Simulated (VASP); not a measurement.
Data:

```yaml
crystal:
  lattice:
    - [6.82630, 0.00000, 0.00000]
    - [0.00000, 6.82630, 0.00000]
    - [0.00000, 0.00000, 4.12205]
  atoms:
    - { symbol: Ba, position: [0.00000, 0.00000, 0.00000] }
    - { symbol: Ba, position: [0.50000, 0.50000, 0.00000] }
    - { symbol: S, position: [0.00000, 0.50000, 0.20729] }
    - { symbol: S, position: [0.50000, 0.00000, 0.79271] }
    - { symbol: S, position: [0.18068, 0.31932, 0.48079] }
    - { symbol: S, position: [0.68068, 0.18068, 0.51921] }
    - { symbol: S, position: [0.31932, 0.81932, 0.51921] }
    - { symbol: S, position: [0.81932, 0.68068, 0.48079] }
```

The numbers are results of PBEsol GGA, VASP's PBE PAW potentials (set 64) (plane waves; VASP 6.6.1), not measurements. Run with 400 eV cut-off, Gaussian smearing of 0.050 eV, potentials Ba_sv S.

Unless said otherwise, spin-orbit coupling is left out, though it shifts the bands of the heavy elements here.

Question: Give the energies of bands 19 to 32 at the high-symmetry points, in eV from the valence-band maximum.

Answer: 
```csv
band,Γ,X,M,Z,R,A
19,-3.69,-3.46,-3.82,-3.95,-3.84,-3.72
20,-3.60,-3.46,-3.82,-3.95,-3.84,-3.72
21,-3.60,-2.35,-2.31,-2.37,-2.47,-2.70
22,-2.28,-2.35,-2.31,-2.33,-2.47,-2.70
23,-1.62,-2.23,-1.76,-1.75,-1.81,-2.25
24,-1.45,-2.23,-1.76,-1.75,-1.81,-2.25
25,-1.45,-1.37,-1.31,-1.72,-1.63,-1.36
26,-1.35,-1.37,-1.31,-0.93,-1.63,-1.36
27,0.00,-0.23,-0.96,-0.63,-0.49,-0.51
28,0.00,-0.23,-0.96,-0.63,-0.49,-0.51
29,1.32,2.03,1.75,2.66,2.71,2.35
30,1.46,2.03,1.75,2.68,2.71,2.35
31,2.78,2.21,2.17,3.74,2.88,3.15
32,2.78,2.21,2.17,3.74,2.88,3.15
```

The gap is indirect, 1.32 eV, from the valence maximum at Γ to the conduction minimum at Γ-Z at 0.22.

The compound is BaS3 in the sg113 structure. It was relaxed first.
